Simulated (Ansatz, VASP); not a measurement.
# One calculation of Sb2Au, two programs

The input INCAR:

```
SYSTEM = Sb2Au
PREC     = Accurate       ! precision mode
ENCUT    = 520            ! plane-wave cutoff, eV
EDIFF    = 1E-6           ! SCF threshold, eV
ISMEAR   = -1             ! smearing method
SIGMA    = 0.08           ! smearing width, eV
LREAL    = .FALSE.        ! projectors in reciprocal space
LASPH    = .TRUE.         ! aspherical terms in the spheres
NELM     = 60             ! most SCF steps
ALGO     = Normal         ! electronic algorithm
ISIF     = 2              ! what is computed and relaxed
LWAVE    = .FALSE.        ! write WAVECAR
LCHARG   = .TRUE.         ! write CHGCAR
LELF     = .TRUE.         ! ELF
LVHAR    = .TRUE.       
NBANDS   = 18             ! bands
```

The input KPOINTS:

```
Automatic mesh
0
G
  9 9 9
  0 0 0
```

File POSCAR:

```
Sb2Au
1.0
    0.0000000000      3.2614400000      3.3280000000
    3.2614400000      0.0000000000      3.3280000000
    3.2614400000      3.2614400000      0.0000000000
Sb Au
2 1
Direct
    0.2500000000      0.2500000000      0.2500000000
    0.7500000000      0.7500000000      0.7500000000
    0.0000000000      0.0000000000      0.0000000000
```

Input for Ansatz:

```yaml
crystal:
  lattice:
    - [0.0, 3.26144, 3.328]
    - [3.26144, 0.0, 3.328]
    - [3.26144, 3.26144, 0.0]
  atoms:
    - { symbol: Sb, position: [0.25, 0.25, 0.25] }
    - { symbol: Sb, position: [0.75, 0.75, 0.75] }
    - { symbol: Au, position: [0.0, 0.0, 0.0] }
kpoints:
  mp_grid: { grid: [9, 9, 9] }
  band_path:
    path:
      - [0.0, 0.0, 0.0]
      - [0.0, 0.5, 0.5]
      - [0.25, 0.75, 0.5]
      - [0.0, 0.5, 0.0]
      - [0.0, 0.0, 0.0]
      - [0.5, 0.5, 0.0]
      - [0.37005, 0.62995, 0.0]
      - [-0.37005, 0.37005, 0.0]
      - [0.0, 0.0, 0.0]
    npoints: 5
scf:
  occupations: { method: fermi_dirac, width: 0.08 }
hamiltonian:
  xc: lda
  pseudopotentials: { kind: all_electron, lapw: { basis_error: 0.001 } }
output:
  forces: true
  stress: true
  eigenvalues: true
```

Change from the starting cell: equal xx and yy strain of -2 %.

Alike in both runs: task single point; functional LDA; k mesh 9 × 9 × 9; occupations fermi-dirac, width 0.08 eV; no spin polarisation.

|  | VASP | Ansatz |
| --- | --- | --- |
| version | VASP 6.6.1 | Ansatz 0.2.0 |
| potentials or method | VASP PAW LDA potentials, release 64 (Sb, Au) | all-electron LAPW, scalar-relativistic |
| plane-wave cutoff (eV) | 520 | see its input |

```csv
,VASP,Ansatz,Ansatz less VASP
pressure (GPa),7.8,7.5,-0.26
largest component of the traceless stress (GPa),0.40,0.42,+0.021
```

Ansatz ran all-electron here, so the differences hold the error of VASP's frozen core and of both bases.

The runs have no spin-orbit coupling, so splittings on Au, Sb are missing.
